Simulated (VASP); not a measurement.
# LiRe3 (Fm-3m) in VASP: notebook, part 2 of 2

VASP 6.6.1. Earlier steps stand in the parts before.

### 3 Single point, PBE

The input, INCAR:

```
SYSTEM = LiRe3
ALGO     = Fast           ! electronic algorithm
EDIFF    = 1E-6           ! SCF threshold, eV
ENCUT    = 520            ! plane-wave cutoff, eV
GGA      = PE             ! functional
ISIF     = 2              ! what is computed and relaxed
ISMEAR   = 0              ! smearing method
LASPH    = .TRUE.         ! aspherical terms in the spheres
LCHARG   = .FALSE.        ! write CHGCAR
LREAL    = .FALSE.        ! projectors in reciprocal space
LWAVE    = .FALSE.        ! write WAVECAR
NBANDS   = 20             ! bands
NELM     = 80             ! most SCF steps
PREC     = Accurate       ! precision mode
SIGMA    = 0.1            ! smearing width, eV
```

The input, KPOINTS:

```
k-points
0
G
  6 6 6
  0 0 0
```

The input, POSCAR:

```
LiRe3
1.0
    0.0000000000      3.0528810000      3.0528810000
    3.0528810000      0.0000000000      3.0528810000
    3.0528810000      3.0528810000      0.0000000000
Li Re
1 3
Direct
    0.0000000000      0.0000000000      0.0000000000
    0.7500000000      0.7500000000      0.7500000000
    0.2500000000      0.2500000000      0.2500000000
    0.5000000000      0.5000000000      0.5000000000
```

Potentials or basis: VASP PAW PBE potentials, release 64 (Li_sv, Re).

On the command line:

```
$ cat potpaw_PBE.64/Li_sv/POTCAR potpaw_PBE.64/Re/POTCAR > POTCAR
$ mpirun -np 1 vasp_std > vasp.out
```

OUTCAR:

```text
SYSTEM = LiRe3
   EDIFF = 1E-6
   ENCUT = 520
   GGA = PE
   ISIF = 2
   ISMEAR = 0
   LASPH = .TRUE.
   LREAL = .FALSE.
   NELM = 80
   PREC = Accurate

 ion  position               nearest neighbor table
   1  0.000  0.000  0.000-   2 2.64   3 2.64   2 2.64   2 2.64   2 2.64   3 2.64   3 2.64   3 2.64

   2  0.750  0.750  0.750-   1 2.64   4 2.64   4 2.64   4 2.64   4 2.64   1 2.64   1 2.64   1 2.64
                             3 3.05   3 3.05   3 3.05   3 3.05   3 3.05   3 3.05
   3  0.250  0.250  0.250-   1 2.64   4 2.64   1 2.64   1 2.64   1 2.64   4 2.64   4 2.64   4 2.64
                             2 3.05   2 3.05   2 3.05   2 3.05   2 3.05   2 3.05
   4  0.500  0.500  0.500-   2 2.64   3 2.64   3 2.64   3 2.64   3 2.64   2 2.64   2 2.64   2 2.64

  LATTYP: Found a face centered cubic cell.
 ALAT       =     6.1057620000

  Lattice vectors:

 A1 = (   0.0000000000,   3.0528810000,   3.0528810000)
 A2 = (   3.0528810000,   0.0000000000,   3.0528810000)
 A3 = (   3.0528810000,   3.0528810000,   0.0000000000)

Analysis of symmetry for initial positions (statically):
=====================================================================
 Subroutine PRICEL returns:
 Original cell was already a primitive cell.

 Routine SETGRP: Setting up the symmetry group for a
 face centered cubic supercell.

 Subroutine GETGRP returns: Found 48 space group operations
 (whereof 48 operations were pure point group operations)
 out of a pool of 48 trial point group operations.

The static configuration has the point symmetry O_h .

Analysis of symmetry for dynamics (positions and initial velocities):
=====================================================================
 Subroutine PRICEL returns:
 Original cell was already a primitive cell.

 Routine SETGRP: Setting up the symmetry group for a
 face centered cubic supercell.

 Subroutine GETGRP returns: Found 48 space group operations
 (whereof 48 operations were pure point group operations)
[... 117 lines left out ...]
     AMIX_MAG =   1.60;   BMIX_MAG =  1.00
  volume/ion in A,a.u.               =      14.23        96.01
  Fermi-wavevector in a.u.,A,eV,Ry     =   1.227699  2.320015 20.507324  1.507246
  Thomas-Fermi vector in A             =   2.362653
   LORBIT       =      0    0 simple, 1 ext, 2 COOP (PROOUT), +10 PAW based schemes
   GGA     = PE    functional components
   LHFCALC =     F    Hartree Fock is set to
   AEXX    =    0.0000 exact exchange contribution
   IVDW    =     0    specifies the selected vdW correction
   LEPSILON=     F    determine dielectric tensor
   LRPA    =     F    only Hartree local field effects (RPA)
 non-spin polarized calculation
 RMM-DIIS sequential band-by-band and
 Gauss-broadening in eV      SIGMA  =   0.10
  energy-cutoff  :      520.00
  volume of cell :       56.91
 maximum number of plane-waves:      1544
   NGX = 17   NGY = 17   NGZ = 17

 number of electron      23.9999990 magnetization

 Free energy of the ion-electron system (eV)
  ---------------------------------------------------
  ext. energy  EPLUGINS =         0.00000000
  ---------------------------------------------------
  free energy    TOTEN  =       -38.38944755 eV

  energy without entropy =      -38.37223500  energy(sigma->0) =      -38.38084128

 E-fermi :   6.4185     XC(G=0): -12.6337

 val. band max:        6.3594008848   @ k =   0.3333   0.3333   0.0000
 cond. band min:       6.5079349357   @ k =  -0.1667   0.1667   0.0000
 fundamental gap:      0.1485340510
 Fermi energy:         6.4184726490

 k-point     1 :       0.0000    0.0000    0.0000
  band No.  band energies     occupation
      1     -38.1961      2.00000
      2      -2.2254      2.00000
      3       1.5041      2.00000
      4       1.5041      2.00000
      5       2.9747      2.00000
      6       2.9747      2.00000
[... 357 lines left out ...]
     19       9.9135      0.00000
     20      10.2179      0.00000

------------------------ aborting loop because EDIFF is reached ----------------------------------------

  FORCE on cell =-STRESS in cart. coord.  units (eV):
  Direction    XX          YY          ZZ          XY          YZ          ZX
  --------------------------------------------------------------------------------------
  -------------------------------------------------------------------------------------
  Total       -1.3722285     -1.3722285     -1.3722285     -0.0000000     -0.0000000     -0.0000000
  in kB      -38.6346855    -38.6346855    -38.6346855     -0.0000000     -0.0000000     -0.0000000
  external PRESSURE =     -38.6346855 kB  Pullay stress =       0.0000000 kB

 VOLUME and BASIS-vectors are now :
 -----------------------------------------------------------------------------
  energy-cutoff  :      520.00
  volume of cell :       56.91
      direct lattice vectors                 reciprocal lattice vectors
     0.000000000  3.052881000  3.052881000    -0.163779722  0.163779722  0.163779722
     3.052881000  0.000000000  3.052881000     0.163779722 -0.163779722  0.163779722
     3.052881000  3.052881000  0.000000000     0.163779722  0.163779722 -0.163779722

 POSITION                                       TOTAL-FORCE (eV/Angst)
 -----------------------------------------------------------------------------------
      0.00000      0.00000      0.00000        -0.000000      0.000000     -0.000000
      4.57932      4.57932      4.57932        -0.000000     -0.000000     -0.000000
      1.52644      1.52644      1.52644         0.000000      0.000000      0.000000
      3.05288      3.05288      3.05288        -0.000000      0.000000     -0.000000
 -----------------------------------------------------------------------------------
    total drift:                               -0.000000     -0.000000      0.000000

  FREE ENERGIE OF THE ION-ELECTRON SYSTEM (eV)
  ---------------------------------------------------
  free  energy   TOTEN  =       -38.3894475490 eV

  energy  without entropy=      -38.3722350043  energy(sigma->0) =      -38.38084128
```

OSZICAR:

```text
N       E                     dE             d eps       ncg     rms          rms(c)
DAV:   1     0.943164295500E+02    0.94316E+02   -0.10583E+04  1212   0.150E+03
DAV:   2    -0.291610001169E+02   -0.12348E+03   -0.11425E+03  1224   0.471E+02
DAV:   3    -0.400353271057E+02   -0.10874E+02   -0.96477E+01  1132   0.213E+02
DAV:   4    -0.412038327348E+02   -0.11685E+01   -0.11146E+01  1204   0.364E+01
[... 24 lines left out ...]
RMM:  29    -0.383894421033E+02   -0.23637E-05   -0.21113E-05  1003   0.591E-02    0.114E-02
RMM:  30    -0.383894441061E+02   -0.20028E-05   -0.17854E-05   992   0.506E-02    0.108E-02
RMM:  31    -0.383894456505E+02   -0.15443E-05   -0.11917E-05   964   0.511E-02    0.656E-03
RMM:  32    -0.383894467843E+02   -0.11338E-05   -0.97821E-06   925   0.526E-02    0.375E-03
RMM:  33    -0.383894475490E+02   -0.76470E-06   -0.69759E-06   892   0.500E-02
   1 F= -.38389448E+02 E0= -.38380841E+02  d E =-.172125E-01
```

stdout:

```text
POSCAR found type information on POSCAR LiRe
 POSCAR found :  2 types and       4 ions
 scaLAPACK will be used
 LDA part: xc-table for (Slater+PW92), standard interpolation
 POSCAR, INCAR and KPOINTS ok, starting setup
 FFT: planning ... GRIDC
 FFT: planning ... GRID_SOFT
 FFT: planning ... GRID
 WAVECAR not read
 entering main loop
WARNING in EDDRMM: call to ZHEGV failed, returncode =   8  4      2
WARNING in EDDRMM: call to ZHEGV failed, returncode =   6  3      3
```

It took 36 s on 1 thread of AMD EPYC 9R45 (Zen 5), shared host; peak memory 0.15 GiB.

What came out:

| Quantity | Value |
| --- | --- |
| Free energy | -38.3894 eV |
| Band gap on the k mesh | none (metal or under the smearing width) |

Caveat: the cutoff is under 1.25 times the usual one of these potentials, so pressure, stress and relaxed cells hold a basis-set (Pulay) error. The run has no spin-orbit coupling, so splittings on Re are missing.

### 4 Single point, PBE

The input, INCAR:

```
SYSTEM = LiRe3
PREC = Accurate
ENCUT = 520
EDIFF = 1E-6
ISMEAR = 0
SIGMA = 0.1
LREAL = .False.
LASPH = .True.
NELM = 100
ALGO = Normal
ISIF = 2
LWAVE = .False.
LCHARG = .False.
GGA = PE
NBANDS = 20
```

The input, KPOINTS:

```
regular mesh
0
Gamma
  6 6 6
  0 0 0
```

POSCAR is that of step 3.

Potentials or basis: VASP PAW PBE potentials, release 64 (Li_sv, Re).

On the command line:

```
$ cat potpaw_PBE.64/Li_sv/POTCAR potpaw_PBE.64/Re/POTCAR > POTCAR
$ mpirun -np 1 vasp_std > vasp.out
```

OUTCAR:

```text
SYSTEM = LiRe3
   PREC = Accurate
   ENCUT = 520
   EDIFF = 1E-6
   ISMEAR = 0
   LREAL = .False.
   LASPH = .True.
   NELM = 100
   ISIF = 2
   GGA = PE

 ion  position               nearest neighbor table
   1  0.000  0.000  0.000-   2 2.64   3 2.64   2 2.64   2 2.64   2 2.64   3 2.64   3 2.64   3 2.64

   2  0.750  0.750  0.750-   1 2.64   4 2.64   4 2.64   4 2.64   4 2.64   1 2.64   1 2.64   1 2.64
                             3 3.05   3 3.05   3 3.05   3 3.05   3 3.05   3 3.05
   3  0.250  0.250  0.250-   1 2.64   4 2.64   1 2.64   1 2.64   1 2.64   4 2.64   4 2.64   4 2.64
                             2 3.05   2 3.05   2 3.05   2 3.05   2 3.05   2 3.05
   4  0.500  0.500  0.500-   2 2.64   3 2.64   3 2.64   3 2.64   3 2.64   2 2.64   2 2.64   2 2.64

  LATTYP: Found a face centered cubic cell.
 ALAT       =     6.1057620000

  Lattice vectors:

 A1 = (   0.0000000000,   3.0528810000,   3.0528810000)
 A2 = (   3.0528810000,   0.0000000000,   3.0528810000)
 A3 = (   3.0528810000,   3.0528810000,   0.0000000000)

Analysis of symmetry for initial positions (statically):
=====================================================================
 Subroutine PRICEL returns:
 Original cell was already a primitive cell.

 Routine SETGRP: Setting up the symmetry group for a
 face centered cubic supercell.

 Subroutine GETGRP returns: Found 48 space group operations
 (whereof 48 operations were pure point group operations)
 out of a pool of 48 trial point group operations.

The static configuration has the point symmetry O_h .

Analysis of symmetry for dynamics (positions and initial velocities):
=====================================================================
 Subroutine PRICEL returns:
 Original cell was already a primitive cell.

 Routine SETGRP: Setting up the symmetry group for a
 face centered cubic supercell.

 Subroutine GETGRP returns: Found 48 space group operations
 (whereof 48 operations were pure point group operations)
 out of a pool of 48 trial point group operations.

The dynamic configuration has the point symmetry O_h .

 Subroutine INISYM returns: Found 48 space group operations
 (whereof 48 operations are pure point group operations),
 and found     1 'primitive' translations

----------------------------------------------------------------------------------------

                                     Primitive cell

  volume of cell :      56.9062

  direct lattice vectors                    reciprocal lattice vectors
     0.000000000  3.052881000  3.052881000    -0.163779722  0.163779722  0.163779722
     3.052881000  0.000000000  3.052881000     0.163779722 -0.163779722  0.163779722
     3.052881000  3.052881000  0.000000000     0.163779722  0.163779722 -0.163779722

  length of vectors
     4.317425715  4.317425715  4.317425715     0.283674799  0.283674799  0.283674799

  position of ions in fractional coordinates (direct lattice)
     0.000000000  0.000000000  0.000000000
     0.750000000  0.750000000  0.750000000
     0.250000000  0.250000000  0.250000000
     0.500000000  0.500000000  0.500000000

  ion indices of the primitive-cell ions
   primitive index   ion index
                 1           1
                 2           2
                 3           3
                 4           4
[... 24 lines left out ...]

 Found     16 irreducible k-points:

 Following reciprocal coordinates:
            Coordinates               Weight
  0.000000  0.000000  0.000000      1.000000
  0.166667  0.000000  0.000000      8.000000
  0.333333  0.000000  0.000000      8.000000
  0.500000  0.000000  0.000000      4.000000
  0.166667  0.166667  0.000000      6.000000
  0.333333  0.166667  0.000000     24.000000
[... 8 lines left out ...]
 -0.333333  0.333333  0.166667     24.000000
 -0.333333  0.500000  0.166667     12.000000
   k-points           NKPTS =     16   k-points in BZ     NKDIM =     16   number of bands    NBANDS=     20
   number of dos      NEDOS =    301   number of ions     NIONS =      4
   total plane-waves  NPLWV =  32768
   dimension x,y,z NGX =    32 NGY =   32 NGZ =   32
   dimension x,y,z NGXF=    64 NGYF=   64 NGZF=   64
   ions per type =               1   3
   NGX,Y,Z   is equivalent  to a cutoff of  12.32, 12.32, 12.32 a.u.
   NGXF,Y,Z  is equivalent  to a cutoff of  24.64, 24.64, 24.64 a.u.
 SYSTEM =  LiRe3
   PREC   = accura    normal or accurate (medium, high low for compatibility)
   ISTART =      0    job   : 0-new  1-cont  2-samecut
   ICHARG =      2    charge: 1-file 2-atom 10-const
   ISPIN  =      1    spin polarized calculation?
   LNONCOLLINEAR =      F non collinear calculations
   LSORBIT =      F    spin-orbit coupling
   LASPH  =      T    aspherical Exc in radial PAW
   ENCUT  =  520.0 eV  38.22 Ry    6.18 a.u.   8.03  8.03  8.03*2*pi/ulx,y,z
   NELM   =    100;   NELMIN=  2; NELMDL= -5     # of ELM steps
   EDIFF  = 0.1E-05   stopping-criterion for ELM
   LREAL  =      F    real-space projection
   EDIFFG = 0.1E-04   stopping-criterion for IOM
   NSW    =      0    number of steps for IOM
   IBRION =     -1    ionic relax: 0-MD 1-quasi-New 2-CG
   NFREE  =      0    steps in history (QN), initial steepest desc. (CG)
   ISIF   =      2    stress and relaxation
   ISYM   =      2    0-nonsym 1-usesym 2-fastsym
   POTIM  = 0.5000    time-step for ionic-motion
   TEBEG  =    0.0;   TEEND  =   0.0 temperature during run
   PSTRESS=    0.0 pullay stress
   NELECT =      24.0000    total number of electrons
   NUPDOWN=      -1.0000    fix difference up-down
   EMIN   =  10.00;   EMAX   =-10.00  energy-range for DOS
   EFERMI =   0.00;   METHOD = LEGACY
   ISMEAR =     0;   SIGMA  =   0.10  broadening in eV -4-tet -1-fermi 0-gaus
   EFERMI_NEDOS =   21; number of points for ismear=-14 and -15
   IALGO  =     38    algorithm
   IMIX   =      4    mixing-type and parameters
     AMIX     =   0.40;   BMIX     =  1.00
     AMIX_MAG =   1.60;   BMIX_MAG =  1.00
  volume/ion in A,a.u.               =      14.23        96.01
  Fermi-wavevector in a.u.,A,eV,Ry     =   1.227699  2.320015 20.507324  1.507246
  Thomas-Fermi vector in A             =   2.362653
   LORBIT       =      0    0 simple, 1 ext, 2 COOP (PROOUT), +10 PAW based schemes
   GGA     = PE    functional components
   LHFCALC =     F    Hartree Fock is set to
   AEXX    =    0.0000 exact exchange contribution
   IVDW    =     0    specifies the selected vdW correction
   LEPSILON=     F    determine dielectric tensor
   LRPA    =     F    only Hartree local field effects (RPA)
 non-spin polarized calculation
 Gauss-broadening in eV      SIGMA  =   0.10
  energy-cutoff  :      520.00
  volume of cell :       56.91
 maximum number of plane-waves:      1544
   NGX = 17   NGY = 17   NGZ = 17

 number of electron      23.9999990 magnetization

 Free energy of the ion-electron system (eV)
  ---------------------------------------------------
  ext. energy  EPLUGINS =         0.00000000
  ---------------------------------------------------
  free energy    TOTEN  =       -38.38945107 eV

  energy without entropy =      -38.37223736  energy(sigma->0) =      -38.38084422

 E-fermi :   6.4187     XC(G=0): -12.6337

 val. band max:        6.3594143513   @ k =   0.3333   0.3333   0.0000
 cond. band min:       6.5081241551   @ k =  -0.1667   0.1667   0.0000
 fundamental gap:      0.1487098038
 Fermi energy:         6.4186975796

 k-point     1 :       0.0000    0.0000    0.0000
  band No.  band energies     occupation
      1     -38.1962      2.00000
      2      -2.2253      2.00000
      3       1.5043      2.00000
      4       1.5043      2.00000
      5       2.9749      2.00000
      6       2.9749      2.00000
[... 357 lines left out ...]
     19       9.9138      0.00000
     20      10.2181      0.00000

------------------------ aborting loop because EDIFF is reached ----------------------------------------

  FORCE on cell =-STRESS in cart. coord.  units (eV):
  Direction    XX          YY          ZZ          XY          YZ          ZX
  --------------------------------------------------------------------------------------
  -------------------------------------------------------------------------------------
  Total       -1.3731793     -1.3731793     -1.3731793     -0.0000000      0.0000000      0.0000000
  in kB      -38.6614558    -38.6614558    -38.6614558     -0.0000000      0.0000000      0.0000000
  external PRESSURE =     -38.6614558 kB  Pullay stress =       0.0000000 kB

 VOLUME and BASIS-vectors are now :
 -----------------------------------------------------------------------------
  energy-cutoff  :      520.00
  volume of cell :       56.91
      direct lattice vectors                 reciprocal lattice vectors
     0.000000000  3.052881000  3.052881000    -0.163779722  0.163779722  0.163779722
     3.052881000  0.000000000  3.052881000     0.163779722 -0.163779722  0.163779722
     3.052881000  3.052881000  0.000000000     0.163779722  0.163779722 -0.163779722

 POSITION                                       TOTAL-FORCE (eV/Angst)
 -----------------------------------------------------------------------------------
      0.00000      0.00000      0.00000         0.000000      0.000000      0.000000
      4.57932      4.57932      4.57932         0.000000      0.000000     -0.000000
      1.52644      1.52644      1.52644        -0.000000     -0.000000      0.000000
      3.05288      3.05288      3.05288         0.000000      0.000000      0.000000
 -----------------------------------------------------------------------------------
    total drift:                               -0.000000     -0.000000      0.000000

  FREE ENERGIE OF THE ION-ELECTRON SYSTEM (eV)
  ---------------------------------------------------
  free  energy   TOTEN  =       -38.3894510720 eV

  energy  without entropy=      -38.3722373610  energy(sigma->0) =      -38.38084422
```

Run time: 15 s. Hardware: 1 thread of AMD EPYC 9R45 (Zen 5), shared host; peak memory 0.14 GiB.

Results:

* Free energy: -38.3895 eV
* Band gap on the k mesh: none (metal or under the smearing width)

Levels at points of the mesh, in eV from the Fermi level:
```csv
k point,band 10,band 11,band 12,band 13,band 14,band 15
"(0.00, 0.00, 0.00)",-2.66,1.91,1.91,1.91,2.01,2.01
"(0.50, 0.00, 0.00)",-1.82,-0.71,-0.71,-0.69,1.84,1.84
"(0.50, 0.50, 0.00)",-0.84,-0.84,0.81,0.81,1.25,1.49
```

Caveat: the cutoff is under 1.25 times the usual one of these potentials, so pressure, stress and relaxed cells hold a basis-set (Pulay) error.
